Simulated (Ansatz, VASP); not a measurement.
# Ti2CO2 (Ti2CO2 MXene, 1 layer): VASP beside Ansatz

One calculation is typed for both programs; each brings its own data sets. How far apart do they land? The structure shown is the start of the Ansatz relaxation below; VASP solves that cell, so the two are compared at the walk's first step.

Main program and level: Ansatz 0.2.0; plane waves, with VASP 6.6.1 beside it; single point at PBE.

**1. Starting point**

The cell holds 5 atoms: 2 O, 2 Ti and 1 C. Its edges and angles: a = 3.100 Å, b = 3.100 Å, c = 21.643 Å, α = 90.0°, β = 90.0°, γ = 120.0°. Vacuum lies along c.

**2. Ansatz: relaxation, PBE**

Ansatz runs on its default PAW (the set named soft_2) files.

The two programs are compared at the cell with which this relaxation starts, whose forces are those of its first step.

File input.yaml:

```yaml
crystal:
  lattice:
    - [3.10024, 0.0, 0.0]
    - [-1.55012, 2.6848865978, 0.0]
    - [0.0, 0.0, 21.6430602255]
  atoms:
    - { symbol: O, position: [0.3333333333, 0.6666666667, 0.3927355887] }
    - { symbol: Ti, position: [0.6666666667, 0.3333333333, 0.4434797069] }
    - { symbol: C, position: [0.0, 0.0, 0.5] }
    - { symbol: Ti, position: [0.3333333333, 0.6666666667, 0.5565202931] }
    - { symbol: O, position: [0.6666666667, 0.3333333333, 0.6072644113] }
kpoints:
  mp_grid: { grid: [12, 12, 1] }
hamiltonian:
  xc: pbe
scf:
  occupations: { method: fermi_dirac, width: 0.05 }
  convergence: { dr2_threshold: 1.0e-08 }
efield:
  axis: 3
  dipole_correction: true
  ramp_position: 0.97
  ramp_width: 0.04
relax:
  f_tol: 0.01
  cell: { fix: [c, alpha, beta] }
output:
  write_potential: true
  write_density: true
  volumetric_format: npy
```

Launch:

```
$ ansatz run input.yaml --threads 4 --pin off --max-ram 8192MiB --backend cpu --events-out ev --progress --plain --runs-dir out
```

Numbers of over 12 decimals in the logs are rounded to 6 here.

Log:

```text
Warning: relax.cell: scf.convergence.dr2_threshold = 1e-8 eV is looser than the 5e-10 eV advised for a relaxation that steers and ends on the stress (1e-10 eV for each atom of the cell: 5). What an SCF threshold leaves in a stress goes as its square root, and in the free energy as the threshold itself, and one threshold admits the most on a small cell: [figures from the program's tests cut] Set scf.convergence.dr2_threshold to 5e-10 eV or tighter. The threshold is an SCF's pass mark: one that does not reach it within its budget of iterations ends unconverged, or closes short of it on a stop that the run arms, and scf.convergence.dr2_threshold's page says what that costs each kind of run
Engine: ansatz 0.2.0, aarch64-unknown-linux-gnu
Pseudopotentials: kind: paw
Pseudopotential: O, paw, valence charge 6, recommended cutoff 420 eV (normal), O.paw.azcp
Pseudopotential: Ti, paw, valence charge 12, recommended cutoff 420 eV (normal), Ti.paw.azcp
Pseudopotential: C, paw, valence charge 4, recommended cutoff 420 eV (normal), C.paw.azcp
Functional definition: PBE
  parameter kappa = 0.804
  parameter beta = 0.066725
  exchange = pbe_x(kappa = kappa, mu = beta*pi^2/3)
  correlation = pbe_c(beta = beta)
Crystal: 5 atoms, lattice volume = 180.152 Å³
Basis set: ecut = 420 eV, 3505 PW (Γ), exchange–correlation on 48×48×300 points (8 copies of the dense FFT grid, shifted against one another)
Bands: 25, of which v1, the nominal top of the filled ones, is band 20 counted from 1 (19 counted from 0)
Symmetry: 6 space group operations
k-points: 19 of 144 (time reversal used)
Non-local potential: O, projectors of the file, l = 0: 2, l = 1: 2, l = 2: 1
Non-local potential: Ti, projectors of the file, l = 0: 3, l = 1: 2, l = 2: 3, l = 3: 1
Non-local potential: C, projectors of the file, l = 0: 2, l = 1: 2, l = 2: 1
PAW form: soft (Blöchl's): semilocal exchange-correlation on the pseudo side does not see the compensation charge
PAW one-centre angular grid: O, 110 points (default); XC on 64 Gauss nodes
PAW one-centre angular grid: Ti, 590 points (default); XC on 64 Gauss nodes
PAW one-centre angular grid: C, 110 points (default); XC on 64 Gauss nodes
Initial density: superposition of atomic densities (neutral atoms: chi_scale 0, normalization atom), corrected by the library's trained network
Initial wavefunctions: pseudopotential atomic-orbital guess
Functional: x = pbe(κ = 0.804, μ = 0.219515), c = pbe(β = 0.066725)
SCF iter   1: F=—  HF=-6389.643020 eV  |F-HF|=—  |Δ(HF+E_count)|=         —  Δρ=4.97e-3  dr2=7.65e-2  ethr=1.77e-3  p=0.000 e·Å  D=1.91e-5 V/Å  ΔV_dip=-0.00 eV  dr2_dipole=7.98e-9  V_vac-E_F(+/−)=7.27/7.27 eV  ⟨swp⟩=6.8  Hψ=2344  notcnv=0
efield: sawtooth ramp at fractional position 0.9700 (set: `efield.ramp_position`, or a place that a band, a saddle search or an elastic batch's reference lends), width 0.0400; the density the first Hamiltonian is built on has a dipole p = 0.000 e·Å; the dipole correction subtracts the counter field D = 1.91e-5 V/Å, which shifts the + side's vacuum level by -0.00 eV against the − side's; the planar-averaged density in the ramp window peaks in size at 7.3e-6 e/Å³
preconditioner: auto → none  [insulator: Δε(μ)=0.383 eV  Ē_g=7.944 eV  σ=0.050 eV  W_gap=0.95  n_scr=14 (ndim 8)  ℏωp=13.6 eV  f_vac=0.668  D(μ)=0.04/eV (n_scr^D=0)  ε∞_Penn≈3.9]
SCF iter   2: F=—  HF=-6389.691382 eV  |F-HF|=—  |Δ(HF+E_count)|=   4.84e-2  Δρ=1.34e-2  dr2=5.67e-1  ethr=1.91e-4  p=0.000 e·Å  D=8.24e-5 V/Å  ΔV_dip=-0.00 eV  dr2_dipole=1.11e-6  V_vac-E_F(+/−)=7.64/7.64 eV  ⟨swp⟩=3.6  Hψ=1237  notcnv=0  defer=1  recentre
preconditioner: auto → LDOS  [insulator: Δε(μ)=0.271 eV  Ē_g=7.661 eV  σ=0.050 eV  W_gap=0.86  n_scr=14 (ndim 8)  ℏωp=13.6 eV  f_vac=0.667  D(μ)=0.12/eV (n_scr^D=2)  ε∞_Penn≈4.1  β→1.0]
SCF iter   3: F=—  HF=-6389.632913 eV  |F-HF|=—  |Δ(HF+E_count)|=   5.85e-2  Δρ=3.15e-3  dr2=2.90e-2  ethr=1.91e-4  p=-0.000 e·Å  D=-4.96e-6 V/Å  ΔV_dip=0.00 eV  dr2_dipole=2.33e-8  V_vac-E_F(+/−)=7.34/7.34 eV  ⟨swp⟩=3.2  Hψ=869  notcnv=0  defer=2
SCF iter   4: F=—  HF=-6389.630372 eV  |F-HF|=—  |Δ(HF+E_count)|=   2.54e-3  Δρ=4.48e-4  dr2=3.53e-4  ethr=7.26e-5  p=0.000 e·Å  D=3.32e-6 V/Å  ΔV_dip=-0.00 eV  dr2_dipole=3.62e-10  V_vac-E_F(+/−)=7.41/7.41 eV  ⟨swp⟩=1.7  Hψ=720  notcnv=0  defer=1
SCF iter   5: F=—  HF=-6389.630599 eV  |F-HF|=—  |Δ(HF+E_count)|=   2.26e-4  Δρ=2.20e-4  dr2=8.41e-5  ethr=8.83e-7  p=0.000 e·Å  D=6.23e-6 V/Å  ΔV_dip=-0.00 eV  dr2_dipole=2.66e-10  V_vac-E_F(+/−)=7.41/7.41 eV  ⟨swp⟩=3.6  Hψ=920  notcnv=0  defer=1
[...]
iter 1 solved again at ethr=2.50e-7 eV; its pass at ethr=3.10e-3 eV (dr2=1.00e-4 eV) is discarded
SCF iter   1: F=—  HF=-6390.420537 eV  |F-HF|=—  |Δ(HF+E_count)|=         —  Δρ=4.79e-6  dr2=9.32e-9  ethr=2.50e-7  p=0.000 e·Å  D=2.58e-6 V/Å  ΔV_dip=-0.00 eV  dr2_dipole=1.44e-10  V_vac-E_F(+/−)=5.66/5.66 eV  ⟨swp⟩=4.1  Hψ=3875  notcnv=0
efield: sawtooth ramp at fractional position 0.9700 (set: `efield.ramp_position`, or a place that a band, a saddle search or an elastic batch's reference lends), width 0.0400; the density the first Hamiltonian is built on has a dipole p = 0.000 e·Å; the dipole correction subtracts the counter field D = 2.58e-6 V/Å, which shifts the + side's vacuum level by -0.00 eV against the − side's; the planar-averaged density in the ramp window peaks in size at 3.6e-7 e/Å³
eigensolver tolerance schedule: the retry pair's looser diagonalisation over-reported the residual by 10752.90 of it (diagonalisation noise at 6.62 of the residual, at the tolerance the schedule requests for it); recorded, not acted on — ethr = c·dr2/N_el stays at c = 1.0e-1
preconditioner: auto → none  [insulator: Δε(μ)=0.334 eV  Ē_g=8.632 eV  σ=0.050 eV  W_gap=0.92  n_scr=14 (ndim 8)  ℏωp=13.9 eV  f_vac=0.673  D(μ)=0.07/eV (n_scr^D=0)  ε∞_Penn≈3.6]
SCF iter   2: F=—  HF=-6390.420579 eV  |F-HF|=—  |Δ(HF+E_count)|=   4.22e-5  Δρ=3.05e-6  dr2=1.77e-8  ethr=2.33e-11  p=-0.000 e·Å  D=-6.13e-6 V/Å  ΔV_dip=0.00 eV  dr2_dipole=3.10e-9  V_vac-E_F(+/−)=5.66/5.66 eV  ⟨swp⟩=15.8  Hψ=4444  notcnv=0
SCF iter   3: F=—  HF=-6390.420579 eV  |F-HF|=—  |Δ(HF+E_count)|=   7.03e-9  Δρ=3.33e-6  dr2=9.82e-8  ethr=2.33e-11  p=0.000 e·Å  D=1.67e-5 V/Å  ΔV_dip=-0.00 eV  dr2_dipole=2.37e-8  V_vac-E_F(+/−)=5.66/5.66 eV  ⟨swp⟩=2.0  Hψ=719  notcnv=0  recentre
SCF iter   4: F=—  HF=-6390.420579 eV  |F-HF|=—  |Δ(HF+E_count)|=   7.24e-9  Δρ=1.94e-6  dr2=1.15e-8  ethr=2.33e-11  p=-0.000 e·Å  D=-2.66e-6 V/Å  ΔV_dip=0.00 eV  dr2_dipole=1.77e-9  V_vac-E_F(+/−)=5.66/5.66 eV  ⟨swp⟩=2.0  Hψ=651  notcnv=0
SCF iter   5: F=-6390.420579 eV  HF=-6390.420579 eV  |F-HF|=3.14e-10  |Δ(HF+E_count)|=  4.55e-12  Δρ=7.14e-7  dr2=6.31e-10  ethr=2.33e-11  p=0.000 e·Å  D=7.81e-7 V/Å  ΔV_dip=-0.00 eV  dr2_dipole=1.15e-11  V_vac-E_F(+/−)=5.66/5.66 eV  ⟨swp⟩=7.9  Hψ=3045  notcnv=0
SCF 9 converged in 5 iterations: F = -6390.420579 eV  dr2 = 6.31e-10
relax step   9: F+E_penalty+E_count = -6390.42057939 eV  Δ(F+E_penalty+E_count) = +1.864e-4 eV  max|allowed force component| = 6.032e-4 eV/Å  Δτ_max = 0.0000 Å  P = +0.003 GPa  Ω = 171.980 Å³  fix = [c, alpha, beta]  reactions: c -0.003 GPa  stress off target by 6.28e-3 GPa on what of the cell is left free  SCF on the basis re-selected at this cell (its energy is not comparable with the rows above)  (5 SCF iters)
basis re-selected at this cell: Δ(F+E_penalty+E_count) = +1.864e-4 eV, ΔP = -0.001 GPa vs the last step (what re-selecting the basis moved, of the pressure what is left beyond the Pulay correction that the steps carried, after the strain that the cell walked since its last selection, with what the two solves' SCF thresholds leave and, on support functions, any second-order correction that the steps lacked; it is no m [...]
WARN: The output density's exchange-correlation potential varies sharply where the density is thin. Do not read a vacuum level from v_tot or v_xc, or from such a field of the output density. On a cell that repeats whose density bears no net charge and no dipole along the vacuum's axis use v_es (v_loc + v_h of the components); under efield.dipole_correction with no amplitude use v_es + v_field, which holds any externa [...]
SCF converged after 5 iterations
Free energy (F): -6390.420579 eV
Harris-Foulkes:  -6390.420579 eV  (|F-HF|=3.14e-10)
Internal energy: -6390.419770 eV  (E = F + TS)
E sigma→0 (E₀):  -6390.420175 eV
Entropy (-TS):   -0.000810 eV (-0.162 meV/atom)
Fermi energy:    -0.190729 eV
Dipole field:    D = -0.000004 V/Å  (p = -0.000004 e·Å, saw-weighted, corrected)
Work function:   Φ+ = 5.6617 eV   Φ− = 5.6616 eV
Levels:          The Fermi level and band energies are counted from a zero that moves with the ramp; work functions are not
--- Per-component energies (eV) ---
  E_band       = -816.067901
  E_kinetic    = 984.304261
  E_local      = -38064.570464  (includes V_loc(G=0)·N_el)
  E_nonlocal   = 130.498303
  E_hartree    = 18520.967734
  E_xc         = -393.312279
  E_vxc        = -495.425691  (∫ρ·V_xc dr)
  E_paw        = -2505.960150  (= ΣΔE_a)
  E_vpaw       = -412.814328  (= ΣTr[D̂ρ^β])
  E_aug_tail   = 0.005240  (compensation charges beyond the density's cutoff)
  E_efield     = 0.000000  (sawtooth field / dipole correction)
  E_vefield    = 0.000036  (∫n·V_field dr)
  E_ewald      = 14937.647586
  E_smearing   = -0.000810  (= −TS)
  E_closure    = -0.000000  (closes the sum)
  Σ components = -6390.420579   (vs F -6390.420579, Δ=0.00e0)
--- Forces (eV/Å), atoms counted from 1 ---
  atom   1  O     -0.00000000    -0.00000000     0.00034458
  atom   2  Ti     0.00000000    -0.00000000     0.00058386
  atom   3  C     -0.00000000     0.00000000     0.00002960
  atom   4  Ti    -0.00000000     0.00000000    -0.00060238
  atom   5  O     -0.00000000     0.00000000    -0.00035145
  max |Σ_I F_I| component: 4.21e-6 eV/Å
--- Stress (GPa, compression-positive) ---
        0.006281       0.000000       0.000000
        0.000000       0.006281       0.000000
        0.000000      -0.000000      -0.003136
  P = ⅓ Tr σ = 0.0031 GPa (0.031 kbar)
--- Band table (eV; the first three rows and the last of 19) ---
  k-point 0: bands = [... 16 lower, -4.7963, -1.4460, -0.3265, -0.3265, 0.3134, 0.3134, 1.1231, 1.1231, ... 1 higher]
  k-point 1: bands = [... 16 lower, -4.6239, -1.3318, -1.0694, -0.7944, 0.5091, 0.7695, 1.0328, 1.1596, ... 1 higher]
  k-point 2: bands = [... 16 lower, -4.3237, -2.2238, -1.3586, -1.3102, 0.3650, 1.0069, 1.2956, 1.5832, ... 1 higher]
  k-point 18: bands = [... 16 lower, -4.4117, -3.4502, -3.1442, -3.1442, 0.8161, 1.2371, 1.2371, 2.0383, ... 1 higher]
--- Relaxed structure (7 steps of the walk, 7 accepted, 2 SCFs on fresh bases) ---
  F+E_penalty+E_count = -6390.42057939 eV   max|allowed force component| = 6.032e-4 eV/Å   (the final SCF, on the basis selected at the relaxed cell)
  cell:  # Å, volume = 171.9800 Å³
    - [3.029105, 0, 0]
    - [-1.514553, 2.623282, 0]
    - [0, 0, 21.6430602255]
  atoms:
    - { symbol: O, position: [0.333333, 0.666667, 0.397719] }
    - { symbol: Ti, position: [0.666667, 0.333333, 0.439609] }
    - { symbol: C, position: [0, 0, 0.500000] }
    - { symbol: Ti, position: [0.333333, 0.666667, 0.560391] }
    - { symbol: O, position: [0.666667, 0.333333, 0.602281] }
```

In the SCF lines HF is the Harris–Foulkes energy and dr2 the Hartree energy of the density residual, in eV; the loop may stop once dr2 is under the threshold and the program's other checks hold. Hψ counts applications of the Hamiltonian.

(Part 1 of 2 ends here.)

[Lines on the potential files, build, host, timing and source positions are cut from VASP's logs without a mark.]

[Logs are printed without paths, hosts, clocks, repeated set-up lines and the standing remarks that a program may print on its own settings, such as how far it seeks lower states.]

[Hosts, paths, dates, database ids (printed as entryN), source tags and the programs' standing remarks are cut or masked in the printed files.]
